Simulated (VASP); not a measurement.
Computed with revTPSS meta-GGA, VASP's PBE PAW potentials (set 64) (plane waves; VASP).

Input for VASP

### KPOINTS
```
Automatic mesh
0
Gamma
13 13 7
0 0 0
```

KPOINTS_OPT:
```
k-points along high-symmetry lines
6
Line-mode
Reciprocal
  0.000000   0.000000   0.000000 ! GAMMA
  0.000000   0.500000   0.000000 ! M

  0.000000   0.500000   0.000000 ! M
 -0.333333   0.666667   0.000000 ! K

 -0.333333   0.666667   0.000000 ! K
  0.000000   0.000000   0.000000 ! GAMMA

  0.000000   0.000000   0.000000 ! GAMMA
  0.000000   0.000000   0.500000 ! A

  0.000000   0.000000   0.500000 ! A
  0.000000   0.500000   0.500000 ! L

  0.000000   0.500000   0.500000 ! L
 -0.333333   0.666667   0.500000 ! H

 -0.333333   0.666667   0.500000 ! H
  0.000000   0.000000   0.500000 ! A

  0.000000   0.500000   0.500000 ! L
  0.000000   0.500000   0.000000 ! M

 -0.333333   0.666667   0.500000 ! H
 -0.333333   0.666667   0.000000 ! K
```

POSCAR:
```
Gd
1
    1.7986710855    -3.1153894964     0.0000000000
    1.7986710855     3.1153894964     0.0000000000
    0.0000000000     0.0000000000     5.6356166788
Gd
2
Direct
  0.3333330000   0.6666670000   0.2500000000
  0.6666670000   0.3333330000   0.7500000000
```

### INCAR
```
SYSTEM=Gd
ISMEAR=-5
ALGO=Normal   # blocked Davidson
METAGGA=RTPSS
NEDOS=601   # DOS grid
LREAL=F
NELM=100   # most electronic steps
ISIF=2   # forces and stress, cell fixed
LORBIT=11   # lm-projected
LCHARG=F
LMIXTAU=T
LASPH=T   # aspherical one-centre terms
PREC=Accurate
LWAVE=F
ENCUT=520   # plane-wave cut-off (eV)
LMAXMIX=6
EDIFF=1E-7   # SCF stop (eV)
```

POTCAR, in this order: Gd_3 (PBE.64 set). Program: vasp_std.

Output

**OSZICAR**
```
       N       E                     dE             d eps       ncg     rms          rms(c)
DAV:   1     0.124894534229E+03    0.12489E+03   -0.10649E+04  2184   0.152E+03
DAV:   2     0.625101323260E+02   -0.62384E+02   -0.61082E+02  2394   0.327E+02
DAV:   3     0.594318250342E+02   -0.30783E+01   -0.29447E+01  3219   0.418E+01
DAV:   4     0.593348097956E+02   -0.97015E-01   -0.96378E-01  3022   0.702E+00
DAV:   5     0.593304994847E+02   -0.43103E-02   -0.43161E-02  3622   0.112E+00    0.278E+01
DAV:   6     0.505447473058E+02   -0.87858E+01   -0.46687E+01  2184   0.867E+02    0.147E+01
DAV:   7     0.517894897762E+02    0.12447E+01   -0.13656E+00  3728   0.428E+01    0.691E-01
DAV:   8     0.511545997507E+02   -0.63489E+00   -0.64037E-01  2254   0.112E+01    0.450E-01
DAV:   9     0.521460969349E+02    0.99150E+00   -0.31544E+02  2184   0.666E+03    0.330E-01
DAV:  10     0.510685740192E+02   -0.10775E+01   -0.52918E-01  2184   0.978E+00    0.472E-01
DAV:  11     0.510641180621E+02   -0.44560E-02   -0.18922E-03  2819   0.329E-01    0.261E-01
DAV:  12     0.510655765031E+02    0.14584E-02   -0.43857E-04  2444   0.217E-01    0.455E-02
DAV:  13     0.510635492618E+02   -0.20272E-02   -0.42006E-04  2324   0.253E-01    0.420E-02
DAV:  14     0.510635407158E+02   -0.85460E-05   -0.35235E-05  2649   0.636E-02    0.351E-02
DAV:  15     0.510635044826E+02   -0.36233E-04   -0.21255E-05  2399   0.546E-02    0.402E-03
DAV:  16     0.510634958668E+02   -0.86158E-05   -0.12920E-06  2774   0.124E-02    0.359E-03
DAV:  17     0.510634951931E+02   -0.67376E-06   -0.16617E-06  2354   0.120E-02    0.345E-03
DAV:  18     0.510634938974E+02   -0.12957E-05   -0.24519E-07  2444   0.468E-03    0.441E-03
DAV:  19     0.510634936653E+02   -0.23205E-06   -0.87870E-09  1327   0.767E-04    0.337E-03
DAV:  20     0.510634935218E+02   -0.14353E-06   -0.12174E-08  1282   0.848E-04    0.538E-04
DAV:  21     0.510634935700E+02    0.48208E-07   -0.10602E-08  1257   0.128E-03
   1 F= 0.51063494E+02 E0= 0.51063494E+02  d E =0.000000E+00
       N       E                     dE             ncg
```

OUTCAR:
```
------------------------ aborting loop because EDIFF is reached ----------------------------------------
  FORCE on cell =-STRESS in cart. coord.  units (eV):
  Direction    XX          YY          ZZ          XY          YZ          ZX
  --------------------------------------------------------------------------------------
  Total       -0.1806617     -0.1806617      0.0320670      0.0000000      0.0000000      0.0000000
  in kB       -4.5829075     -4.5829069      0.8134555      0.0000000      0.0000000      0.0000000
  external PRESSURE =      -2.7841196 kB  Pullay stress =       0.0000000 kB
  volume of cell :       63.16
      direct lattice vectors                 reciprocal lattice vectors
     1.798671086 -3.115389496  0.000000000     0.277983009 -0.160493576  0.000000000
     1.798671086  3.115389496  0.000000000     0.277983009  0.160493576  0.000000000
     0.000000000  0.000000000  5.635616679     0.000000000  0.000000000  0.177442870
 POSITION                                       TOTAL-FORCE (eV/Angst)
 -----------------------------------------------------------------------------------
      1.79867      1.03847      1.40890        -0.000000     -0.000000      0.000000
      1.79867     -1.03847      4.22671         0.000000      0.000000      0.000000
 -----------------------------------------------------------------------------------
    total drift:                               -0.000004      0.000114     -0.000011
  FREE ENERGIE OF THE ION-ELECTRON SYSTEM (eV)
  ---------------------------------------------------
  free  energy   TOTEN  =        51.0634935700 eV

  energy  without entropy=       51.0634935700  energy(sigma->0) =       51.06349357

 total charge

# of ion       s       p       d       tot
------------------------------------------
    1        0.390   6.240   1.169   7.798
    2        0.390   6.240   1.169   7.798
--------------------------------------------------
tot          0.779  12.479   2.338  15.596
```
(Selected blocks of OUTCAR.)

**OUTCAR**
```
 val. band max:        3.4085793599   @ k =   0.2308   0.2308   0.4286

 cond. band min:       3.3770930364   @ k =   0.4615   0.0769   0.1429


 Fermi energy:         3.3676504797

 k-point     1 :       0.0000    0.0000    0.0000
  band No.  band energies     occupation
      1     -19.1130      2.00000
      2     -18.3787      2.00000
      3     -18.3787      2.00000
      4     -18.2407      2.00000
      5     -18.2407      2.00000
      6     -18.1892      2.00000
      7      -1.3839      2.00000
      8       1.2400      2.00000
      9       5.0052      0.00000
     10       5.1060      0.00000
     11       5.1061      0.00000
     12       5.4724      0.00000
     13       5.8453      0.00000

 k-point     2 :       0.0769    0.0000    0.0000
  band No.  band energies     occupation
      1     -19.0970      2.00000
      2     -18.4124      2.00000
      3     -18.3902      2.00000
      4     -18.2765      2.00000
      5     -18.2448      2.00000
      6     -18.1969      2.00000
      7      -1.2358      2.00000
      8       1.3809      2.00000
      9       4.7337      0.00000
     10       4.7757      0.00000
     11       5.2485      0.00000
     12       5.6656      0.00000
     13       5.7668      0.00000

 k-point     3 :       0.1538    0.0000    0.0000
  band No.  band energies     occupation
      1     -19.0508      2.00000
      2     -18.5058      2.00000
      3     -18.4210      2.00000
      4     -18.3732      2.00000
      5     -18.2570      2.00000
      6     -18.2201      2.00000
      7      -0.8142      2.00000
      8       1.7571      2.00000
      9       4.1769     -0.00209
     10       4.2062      0.00000
     11       5.2884      0.00000
     12       5.6696      0.00000
     13       5.8252      0.00000

 k-point     4 :       0.2308   -0.0000    0.0000
  band No.  band energies     occupation
      1     -18.9797      2.00000
      2     -18.6374      2.00000
      3     -18.5032      2.00000
...
```

The 4f electrons are frozen in the core of the lanthanide potential, so 4f levels, which can set the real gap, and their magnetism are missing. For a metal the tetrahedron method with Blöchl corrections gives inexact stress and forces.

The compound is Gd in the hcp structure. It was relaxed first.
